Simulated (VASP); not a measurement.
An input for Quantum ESPRESSO's pw.x (written as the equivalent of a VASP run, and not itself run):

```
&CONTROL
  calculation = 'scf'
  pseudo_dir = './pseudo'
  outdir = './out'
  tprnfor = .true.
  tstress = .true.
/
&SYSTEM
  ibrav = 0
  nat = 3
  ntyp = 2
  ecutwfc = 84
  occupations = 'smearing'
  smearing = 'gaussian'
  degauss = 0.003675
  input_dft = 'vdw-df-ob86'
/
&ELECTRONS
  conv_thr = 7.3e-09
  electron_maxstep = 100
/
ATOMIC_SPECIES
  Zr 91.224 Zr.upf
  O 15.999 O.upf
CELL_PARAMETERS angstrom
     0.0000000    2.5723082    2.5723082
     2.5723082    0.0000000    2.5723082
     2.5723082    2.5723082    0.0000000
ATOMIC_POSITIONS crystal
  Zr   0.0000000  0.0000000  0.0000000
  O    0.2500000  0.2500000  0.2500000
  O    0.7500000  0.7500000  0.7500000
K_POINTS automatic
  8 8 8 0 0 0
```

Q: Translate this input to VASP (INCAR, KPOINTS, POSCAR, choice of POTCAR).

A: One answer among several that fit: 
File POSCAR:
```
ZrO2
1
    0.0000000000     2.5723082470     2.5723082470
    2.5723082470     0.0000000000     2.5723082470
    2.5723082470     2.5723082470     0.0000000000
Zr O
1 2
Direct
  0.0000000000   0.0000000000   0.0000000000
  0.2500000000   0.2500000000   0.2500000000
  0.7500000000   0.7500000000   0.7500000000
```

### KPOINTS
```
K-points
0
G
 8 8 8
```

**INCAR**
```
AGGAC = 0.0
ALGO = Normal
EDIFF = 1E-7
ENCUT = 520
GGA = MK
ISIF = 2
ISMEAR = 0
LASPH = .TRUE.
LCHARG = .FALSE.
LMAXMIX = 4
LREAL = .FALSE.
LUSE_VDW = .TRUE.
LWAVE = .FALSE.
NELM = 100
PARAM1 = 0.1234
PARAM2 = 1.0
PREC = Accurate
SIGMA = 0.05
SYSTEM = ZrO2
```

POTCAR, in this order: Zr_sv O (PBE.64 set). Program: vasp_std.

The two are equivalent in intent, not identical: the potentials are each code's own (VASP's PAW set, PseudoDojo norm-conserving files in pw.x), so ENCUT and ecutwfc are chosen apart and not converted; conv_thr bounds pw.x's estimated SCF error, while EDIFF bounds the energy change between steps.

The compound is ZrO2 in the fluorite structure, the high-temperature cubic form, which is unstable at 0 K; the monoclinic form is the stable one. This cell is one point of a volume scan, at 1.03 of the reference volume.
